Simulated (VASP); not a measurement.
# TiRuN2 (P4/mmm) in VASP: density of states with PBE

Aim: the density of states of TiRuN2 with PBE.

Program: VASP 6.6.1. These are calculated values, not measurements. Logs are shortened: lines on timing, memory, paths and dates and some standing lists are left out, and cuts for length are marked.

## 1. The structure

The structure is tetragonal, space group P4/mmm (No. 123). Conventional cell: a = 3.025 Å, b = 3.025 Å, c = 4.273 Å, α = 90.00°, β = 90.00°, γ = 90.00°. Around Ti (site symmetry 4/mmm) lie 6 N at 2.14 Å. Around Ru (site symmetry 4/mmm) lie 6 N at 2.14 Å. N (site symmetry 4/mmm) has 2 Ti at 2.14 Å and 4 Ru at 2.14 Å as nearest neighbours. N (site symmetry 4/mmm) is surrounded by 2 Ru at 2.14 Å and 4 Ti at 2.14 Å.

The cell was built by a generator and needn't be a form met in nature.

## 2. Density of states, PBE

Input file POSCAR:

```
TiRuN2                                  
1.0
    3.0246938985      0.0000000000      0.0000000000
    0.0000000000      3.0246938985      0.0000000000
    0.0000000000      0.0000000000      4.2730672857
  Ti              Ru              N             
     1     1     2
Direct
     0.5000000000000000    0.5000000000000000    0.5000000000000000
     0.0000000000000000    0.0000000000000000    0.0000000000000000
     0.5000000000000000    0.5000000000000000    0.0000000000000000
     0.0000000000000000    0.0000000000000000    0.5000000000000000
```

Input file INCAR.step1:

```
PREC = Accurate
ENCUT = 520
EDIFF = 1E-7
ISMEAR = 0
SIGMA = 0.1
LREAL = F
LASPH = T
NELM = 80
ALGO = Normal
ISIF = 2
LWAVE = F
LCHARG = T
LMAXMIX = 4
GGA = PE
NBANDS = 26
KPAR = 4
```

Input file KPOINTS.step1:

```
regular mesh
0
Gamma
  12 12 8
```

Input file INCAR.step2:

```
PREC = Accurate
ENCUT = 520
EDIFF = 1E-7
ISMEAR = -5
SIGMA = 0.1
LREAL = F
LASPH = T
NELM = 80
ALGO = Normal
ISIF = 2
LWAVE = F
LCHARG = F
LMAXMIX = 4
GGA = PE
LORBIT = 11
NBANDS = 26
KPAR = 4
NEDOS = 2001
ICHARG = 11
```

Input file KPOINTS.step2:

```
regular mesh
0
Gamma
  18 18 12
```

Potentials or basis: VASP PAW PBE potentials, release 64 (Ti_sv, Ru_pv, N).

Started as:

```sh
$ cat potpaw_PBE.64/Ti_sv/POTCAR potpaw_PBE.64/Ru_pv/POTCAR potpaw_PBE.64/N/POTCAR > POTCAR
$ cp INCAR.step1 INCAR
$ cp KPOINTS.step1 KPOINTS
$ mpirun -np 4 vasp_std > vasp.out
$ cp INCAR.step2 INCAR
$ cp KPOINTS.step2 KPOINTS
$ mpirun -np 4 vasp_std > vasp.out
```

OUTCAR:

```text
PREC = Accurate
   ENCUT = 520
   EDIFF = 1E-7
   ISMEAR = -5
   LREAL = F
   LASPH = T
   NELM = 80
   ISIF = 2
   GGA = PE
   LORBIT = 11
   ICHARG = 11

 ion  position               nearest neighbor table
   1  0.500  0.500  0.500-   3 2.14   3 2.14   4 2.14   4 2.14   4 2.14   4 2.14   2 3.02   2 3.02
                             2 3.02   2 3.02   2 3.02   2 3.02   2 3.02   2 3.02
   2  0.000  0.000  0.000-   4 2.14   4 2.14   3 2.14   3 2.14   3 2.14   3 2.14   1 3.02   1 3.02
                             1 3.02   1 3.02   1 3.02   1 3.02   1 3.02   1 3.02
   3  0.500  0.500  0.000-   1 2.14   1 2.14   2 2.14   2 2.14   2 2.14   2 2.14
   4  0.000  0.000  0.500-   2 2.14   2 2.14   1 2.14   1 2.14   1 2.14   1 2.14

  LATTYP: Found a simple tetragonal cell.
 ALAT       =     3.0246938985
 C/A-ratio  =     1.4127271814

  Lattice vectors:

 A1 = (   3.0246938985,   0.0000000000,   0.0000000000)
 A2 = (   0.0000000000,   3.0246938985,   0.0000000000)
 A3 = (   0.0000000000,   0.0000000000,   4.2730672857)

Analysis of symmetry for initial positions (statically):
=====================================================================
 Subroutine PRICEL returns:
 Original cell was already a primitive cell.

 Routine SETGRP: Setting up the symmetry group for a
 simple tetragonal supercell.

 Subroutine GETGRP returns: Found 16 space group operations
 (whereof 16 operations were pure point group operations)
 out of a pool of 16 trial point group operations.

The static configuration has the point symmetry D_4h.

Analysis of symmetry for dynamics (positions and initial velocities):
=====================================================================
 Subroutine PRICEL returns:
 Original cell was already a primitive cell.

 Routine SETGRP: Setting up the symmetry group for a
 simple tetragonal supercell.

 Subroutine GETGRP returns: Found 16 space group operations
 (whereof 16 operations were pure point group operations)
 out of a pool of 16 trial point group operations.

The dynamic configuration has the point symmetry D_4h.

 Subroutine INISYM returns: Found 16 space group operations
 (whereof 16 operations are pure point group operations),
 and found     1 'primitive' translations

----------------------------------------------------------------------------------------

                                     Primitive cell

  volume of cell :      39.0933
[... 98 lines left out ...]
   NSW    =      0    number of steps for IOM
   IBRION =     -1    ionic relax: 0-MD 1-quasi-New 2-CG
   NFREE  =      0    steps in history (QN), initial steepest desc. (CG)
   ISIF   =      2    stress and relaxation
   ISYM   =      2    0-nonsym 1-usesym 2-fastsym
   POTIM  = 0.5000    time-step for ionic-motion
   TEBEG  =    0.0;   TEEND  =   0.0 temperature during run
   PSTRESS=    0.0 pullay stress
   NELECT =      36.0000    total number of electrons
   NUPDOWN=      -1.0000    fix difference up-down
   EMIN   =  10.00;   EMAX   =-10.00  energy-range for DOS
   EFERMI =   0.00;   METHOD = LEGACY
   ISMEAR =    -5;   SIGMA  =   0.10  broadening in eV -4-tet -1-fermi 0-gaus
   EFERMI_NEDOS =   21; number of points for ismear=-14 and -15
   IALGO  =     38    algorithm
   IMIX   =      4    mixing-type and parameters
     AMIX     =   0.40;   BMIX     =  1.00
     AMIX_MAG =   1.60;   BMIX_MAG =  1.00
  volume/ion in A,a.u.               =       9.77        65.95
  Fermi-wavevector in a.u.,A,eV,Ry     =   1.592727  3.009818 34.514998  2.536781
  Thomas-Fermi vector in A             =   2.691068
   LORBIT       =     11    0 simple, 1 ext, 2 COOP (PROOUT), +10 PAW based schemes
   GGA     = PE    functional components
   LHFCALC =     F    Hartree Fock is set to
   AEXX    =    0.0000 exact exchange contribution
   IVDW    =     0    specifies the selected vdW correction
   LEPSILON=     F    determine dielectric tensor
   LRPA    =     F    only Hartree local field effects (RPA)
 non-spin polarized calculation
 Fermi weights with tetrahedron method with Bloechl corrections
  energy-cutoff  :      520.00
  volume of cell :       39.09
 maximum number of plane-waves:      1088
 NGX is ok and might be reduce to    24

 number of electron      36.0000002 magnetization

 Free energy of the ion-electron system (eV)
  ---------------------------------------------------
  ext. energy  EPLUGINS =         0.00000000
  ---------------------------------------------------
  free energy    TOTEN  =       -35.66019525 eV

  energy without entropy =      -35.66019525  energy(sigma->0) =      -35.66019525

 E-fermi :  11.4964     XC(G=0): -13.3541

 val. band max:       11.5216799752   @ k =   0.3333   0.3333   0.2500
 cond. band min:      11.4272746842   @ k =   0.1111   0.0000   0.0000
 fundamental gap:     -0.0944052910
 Fermi energy:        11.4963746390

 k-point     1 :       0.0000    0.0000    0.0000
  band No.  band energies     occupation
      1     -46.4105      2.00000
      2     -31.7640      2.00000
      3     -31.7067      2.00000
      4     -31.7067      2.00000
      5     -22.7542      2.00000
      6     -22.5070      2.00000
[... 685 lines left out ...]
     25      15.7108      0.00000
     26      19.5921      0.00000

 [... further k-points ...]
[... 5 lines left out ...]
  --------------------------------------------------------------------------------------
  -------------------------------------------------------------------------------------
  Total        0.1265676      0.1265676      0.0116880      0.0000000     -0.0000000      0.0000000
  in kB        5.1871720      5.1871720      0.4790147      0.0000000     -0.0000000      0.0000000
  external PRESSURE =       3.6177862 kB  Pullay stress =       0.0000000 kB

 VOLUME and BASIS-vectors are now :
 -----------------------------------------------------------------------------
  energy-cutoff  :      520.00
  volume of cell :       39.09
      direct lattice vectors                 reciprocal lattice vectors
     3.024693898  0.000000000  0.000000000     0.330611967  0.000000000  0.000000000
     0.000000000  3.024693898  0.000000000     0.000000000  0.330611967  0.000000000
     0.000000000  0.000000000  4.273067286     0.000000000  0.000000000  0.234023930

 POSITION                                       TOTAL-FORCE (eV/Angst)
 -----------------------------------------------------------------------------------
      1.51235      1.51235      2.13653         0.000000      0.000000      0.000000
      0.00000      0.00000      0.00000         0.000000      0.000000      0.000000
      1.51235      1.51235      0.00000         0.000000      0.000000      0.000000
      0.00000      0.00000      2.13653         0.000000      0.000000      0.000000
 -----------------------------------------------------------------------------------
    total drift:                                0.000000     -0.000000     -0.000000

  FREE ENERGIE OF THE ION-ELECTRON SYSTEM (eV)
  ---------------------------------------------------
  free  energy   TOTEN  =       -35.6601952485 eV

  energy  without entropy=      -35.6601952485  energy(sigma->0) =      -35.66019525

 total charge

# of ion       s       p       d       tot
------------------------------------------
    1        2.180   6.207   1.893  10.280
    2        0.283   6.275   6.063  12.621
    3        1.235   2.462   0.000   3.696
    4        1.240   2.470   0.000   3.711
--------------------------------------------------
tot          4.938  17.414   7.956  30.308
```

Run time: 67 s. Hardware: 4 MPI ranks of Intel Xeon Platinum 8259CL at 2.50GHz (Skylake/Cascade Lake), shared host; peak memory 0.47 GiB.

What came out:

| Quantity | Value |
| --- | --- |
| Valence electrons inside the program's atomic spheres | Ti 10.28; Ru 12.62; N 3.70, 3.71 |

States per cell in windows of 0.5 eV (zero at the Fermi level; states under -8 eV left out):
| from (eV) | total | Ru2_d | Ti1_d | N4_p | N3_p | Ru2_p | Ti1_p |
| --- | --- | --- | --- | --- | --- | --- | --- |
| -8.0 | 0.52 | 0.09 | 0.02 | 0.05 | 0.10 | 0.00 | 0.00 |
| -7.5 | 1.02 | 0.19 | 0.05 | 0.14 | 0.18 | 0.01 | 0.01 |
| -7.0 | 1.21 | 0.27 | 0.05 | 0.18 | 0.21 | 0.02 | 0.02 |
| -6.5 | 1.81 | 0.51 | 0.06 | 0.25 | 0.36 | 0.05 | 0.04 |
| -6.0 | 2.03 | 0.45 | 0.12 | 0.29 | 0.38 | 0.08 | 0.06 |
| -5.5 | 1.91 | 0.34 | 0.30 | 0.40 | 0.25 | 0.03 | 0.03 |
| -5.0 | 1.72 | 0.26 | 0.31 | 0.38 | 0.24 | 0.02 | 0.03 |
| -4.5 | 0.92 | 0.17 | 0.13 | 0.23 | 0.12 | 0.01 | 0.02 |
| -4.0 | 0.53 | 0.09 | 0.05 | 0.14 | 0.07 | 0.01 | 0.01 |
| -3.5 | 0.26 | 0.05 | 0.02 | 0.07 | 0.04 | 0.00 | 0.01 |
| -3.0 | 0.33 | 0.12 | 0.03 | 0.04 | 0.06 | 0.00 | 0.00 |
| -2.5 | 0.49 | 0.24 | 0.05 | 0.04 | 0.05 | 0.00 | 0.00 |
| -2.0 | 0.72 | 0.40 | 0.08 | 0.05 | 0.06 | 0.00 | 0.00 |
| -1.5 | 0.98 | 0.55 | 0.14 | 0.05 | 0.07 | 0.00 | 0.00 |
| -1.0 | 1.48 | 0.90 | 0.19 | 0.08 | 0.10 | 0.00 | 0.01 |
| -0.5 | 1.97 | 1.29 | 0.22 | 0.07 | 0.16 | 0.00 | 0.00 |
| 0.0 | 0.96 | 0.55 | 0.17 | 0.05 | 0.06 | 0.00 | 0.00 |
| 0.5 | 1.04 | 0.37 | 0.43 | 0.04 | 0.04 | 0.01 | 0.00 |
| 1.0 | 2.07 | 0.41 | 1.27 | 0.06 | 0.09 | 0.01 | 0.00 |
| 1.5 | 2.97 | 0.43 | 1.92 | 0.16 | 0.13 | 0.01 | 0.00 |
| 2.0 | 1.36 | 0.26 | 0.75 | 0.09 | 0.08 | 0.01 | 0.00 |
| 2.5 | 1.13 | 0.28 | 0.50 | 0.07 | 0.08 | 0.01 | 0.00 |
| 3.0 | 1.20 | 0.26 | 0.57 | 0.08 | 0.09 | 0.01 | 0.01 |
| 3.5 | 1.15 | 0.23 | 0.52 | 0.10 | 0.10 | 0.01 | 0.01 |
| 4.0 | 0.97 | 0.20 | 0.41 | 0.10 | 0.11 | 0.01 | 0.01 |
| 4.5 | 0.81 | 0.16 | 0.34 | 0.11 | 0.10 | 0.00 | 0.01 |
| 5.0 | 0.44 | 0.01 | 0.26 | 0.07 | 0.03 | 0.00 | 0.00 |
| 5.5 | 0.04 | 0.00 | 0.00 | 0.00 | 0.00 | 0.00 | 0.00 |
| 6.0 | 0.08 | 0.00 | 0.00 | 0.01 | 0.01 | 0.00 | 0.00 |
| 6.5 | 0.16 | 0.00 | 0.00 | 0.01 | 0.01 | 0.01 | 0.01 |
| 7.0 | 0.29 | 0.01 | 0.01 | 0.03 | 0.03 | 0.02 | 0.02 |
| 7.5 | 0.34 | 0.01 | 0.01 | 0.04 | 0.04 | 0.03 | 0.02 |

Caveat: tetrahedron occupations give inexact forces and stress in metals.
